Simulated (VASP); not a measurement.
Wanted: the native input for a VASP 6.6.1 run.

```yaml
Task: density of states
Functional: PBE
Potentials_or_basis: VASP PAW PBE potentials, release 64 (Te, Al, B)
Cutoff: 520 eV
k_mesh: 9 × 4 × 9
Occupations: fermi-dirac, width 0.1 eV
Spin: no spin polarisation
Dipole_correction: no
k_mesh_for_the_DOS: 14 × 6 × 14
Occupations_for_the_DOS: tetrahedron
Further_INCAR_settings: ALGO = Fast; EDIFF = 1e-07
```

AlB4Te3:

```xyz
8
Lattice="3.6348 0.0000 0.0000 0.0000 9.7701 0.0000 0.0000 0.0000 3.6104" Properties=species:S:1:pos:R:3 pbc="T T T"
Te    0.0000    3.0483    0.0000
Te    0.0000    6.7218    0.0000
Te    1.8174    0.0000    0.0000
Al    1.8174    4.8851    1.8052
B     1.8174    2.0713    1.8052
B     1.8174    7.6989    1.8052
B     0.0000    1.0356    1.8052
B     0.0000    8.7345    1.8052
```

The cell was built by a generator and needn't be a form met in nature.

One way to write it, as run:

POSCAR

```
AlB4Te3
1.0
    3.6348280000      0.0000000000      0.0000000000
    0.0000000000      9.7701240000      0.0000000000
    0.0000000000      0.0000000000      3.6104330000
Te Al B
3 1 4
Direct
    0.0000000000      0.3120000000      0.0000000000
    0.0000000000      0.6880000000      0.0000000000
    0.5000000000      0.0000000000      0.0000000000
    0.5000000000      0.5000000000      0.5000000000
    0.5000000000      0.2120000000      0.5000000000
    0.5000000000      0.7880000000      0.5000000000
    0.0000000000      0.1060000000      0.5000000000
    0.0000000000      0.8940000000      0.5000000000
```

INCAR.step1

```
PREC = Accurate
ENCUT = 520
EDIFF = 1E-7
ISMEAR = -1
SIGMA = 0.1
LREAL = F
LASPH = T
NELM = 80
ALGO = Fast
ISIF = 2
LWAVE = F
LCHARG = T
GGA = PE
NBANDS = 26
```

KPOINTS.step1

```
regular mesh
0
Gamma
  9 4 9
```

INCAR.step2

```
PREC = Accurate
ENCUT = 520
EDIFF = 1E-7
ISMEAR = -5
SIGMA = 0.1
LREAL = F
LASPH = T
NELM = 80
ALGO = Fast
ISIF = 2
LWAVE = F
LCHARG = F
GGA = PE
LORBIT = 11
NEDOS = 1001
ICHARG = 11
```

KPOINTS.step2

```
regular mesh
0
Gamma
  14 6 14
```

Potentials or basis: VASP PAW PBE potentials, release 64 (Te, Al, B).

Command:

```sh
$ cat potpaw_PBE.64/Te/POTCAR potpaw_PBE.64/Al/POTCAR potpaw_PBE.64/B/POTCAR > POTCAR
$ cp INCAR.step1 INCAR
$ cp KPOINTS.step1 KPOINTS
$ mpirun -np 1 vasp_std > vasp.out
$ cp INCAR.step2 INCAR
$ cp KPOINTS.step2 KPOINTS
$ mpirun -np 1 vasp_std > vasp.out
```

Results of the run:

- Valence electrons inside the program's atomic spheres: Te 3.27; Al 0.70; B 1.52, 1.54

It took 6.3 min on 1 thread of Intel(R) Xeon(R) 6975P-C (Granite Rapids), on a shared host, peak memory 0.7 GiB.
